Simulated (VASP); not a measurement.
Output of a VASP run:

**OSZICAR**
```
       N       E                     dE             d eps       ncg     rms          rms(c)
DAV:   1     0.363369762621E+02    0.36337E+02   -0.43149E+03   392   0.684E+02
DAV:   2    -0.188790100169E+02   -0.55216E+02   -0.51726E+02   396   0.180E+02
DAV:   3    -0.207173765427E+02   -0.18384E+01   -0.18016E+01   488   0.361E+01
DAV:   4    -0.207464311567E+02   -0.29055E-01   -0.29025E-01   452   0.467E+00
DAV:   5    -0.207471005428E+02   -0.66939E-03   -0.66920E-03   492   0.664E-01    0.149E+01
DAV:   6    -0.244481528498E+02   -0.37011E+01   -0.41247E+01   452   0.114E+02    0.171E+01
DAV:   7    -0.192847133209E+02    0.51634E+01   -0.16691E+01   484   0.871E+01    0.386E+00
DAV:   8    -0.193043274296E+02   -0.19614E-01   -0.10586E+00   452   0.798E+00    0.196E+00
DAV:   9    -0.192687380657E+02    0.35589E-01   -0.12067E-01   484   0.620E+00    0.444E-01
DAV:  10    -0.192689316893E+02   -0.19362E-03   -0.62664E-03   488   0.974E-01    0.134E-01
DAV:  11    -0.192687641202E+02    0.16757E-03   -0.80902E-04   504   0.502E-01    0.273E-02
DAV:  12    -0.192687854899E+02   -0.21370E-04   -0.61804E-05   420   0.736E-02    0.152E-02
DAV:  13    -0.192687859792E+02   -0.48934E-06   -0.20015E-06   412   0.112E-02
   1 F= -.19268786E+02 E0= -.19197554E+02  d E =-.142464E+00
```

File OUTCAR:
```
------------------------ aborting loop because EDIFF is reached ----------------------------------------
  FORCE on cell =-STRESS in cart. coord.  units (eV):
  Direction    XX          YY          ZZ          XY          YZ          ZX
  --------------------------------------------------------------------------------------
  Total       -1.0954973     -1.0954973     -1.0954973     -0.0000000      0.0000000      0.0000000
  in kB      -45.7790297    -45.7790297    -45.7790297     -0.0000000      0.0000000      0.0000000
  external PRESSURE =     -45.7790297 kB  Pullay stress =       0.0000000 kB
  volume of cell :       38.34
      direct lattice vectors                 reciprocal lattice vectors
     0.000000000  2.676343000  2.676343000    -0.186822093  0.186822093  0.186822093
     2.676343000  0.000000000  2.676343000     0.186822093 -0.186822093  0.186822093
     2.676343000  2.676343000  0.000000000     0.186822093  0.186822093 -0.186822093
 POSITION                                       TOTAL-FORCE (eV/Angst)
 -----------------------------------------------------------------------------------
      0.00000      0.00000      0.00000        -0.000000     -0.000000     -0.000000
      4.01451      4.01451      4.01451        -0.000000     -0.000000      0.000000
      1.33817      1.33817      1.33817         0.000000      0.000000     -0.000000
 -----------------------------------------------------------------------------------
    total drift:                                0.000000      0.000000      0.000000
  FREE ENERGIE OF THE ION-ELECTRON SYSTEM (eV)
  ---------------------------------------------------
  free  energy   TOTEN  =       -19.2687859792 eV

  energy  without entropy=      -19.1263224521  energy(sigma->0) =      -19.19755422
```
(Selected blocks of OUTCAR.)

### POSCAR
```
CoSi2
1
    0.0000000000     2.6763430000     2.6763430000
    2.6763430000     0.0000000000     2.6763430000
    2.6763430000     2.6763430000     0.0000000000
Co Si
1 2
Direct
  0.0000000000   0.0000000000   0.0000000000
  0.7500000000   0.7500000000   0.7500000000
  0.2500000000   0.2500000000   0.2500000000
```

Question: Reconstruct the remaining input files.

Answer: Several could match; the one computed here: the input of the run itself, PBE GGA, plane waves, VASP's PBE PAW potentials (set 64).

**INCAR**
```
SIGMA = 0.5   # width (eV)
SYSTEM = CoSi2
PREC = Accurate
ISIF = 2   # forces and stress, cell fixed
LCHARG = .FALSE.
ENCUT = 240   # plane-wave cut-off (eV)
ALGO = Normal   # blocked Davidson
EDIFF = 1E-6   # SCF stop (eV)
ISMEAR = 0   # Gaussian
LWAVE = .FALSE.
LMAXMIX = 4   # l cut-off of mixed one-centre charges
GGA = PE
NELM = 100
LREAL = .FALSE.
LASPH = .TRUE.
```

**KPOINTS**
```
Automatic mesh
0
Gamma
6 6 6
0 0 0
```

POTCAR, in this order: Co Si (PBE.64 set). Program: vasp_std.

At this cut-off the stress carries a Pulay error, which pulls relaxed volumes low.

The structure comes from a computed database's CoSi2 entry; how it stands against other phases isn't given here. The cell was not relaxed at this level. The k-mesh is coarse (spacing up to 0.34 per Å, 2π included), so the numbers may not be converged in it. The run is one of a series of settings (ENCUT = 240, SIGMA = 0.5, KPOINTS 6×6×6 Γ-centred mesh against the base run), some of them coarse on purpose. The run is not spin-polarised, so no magnetic state was tried. The electron count is odd and the run is not spin-polarised, which forces a metal.
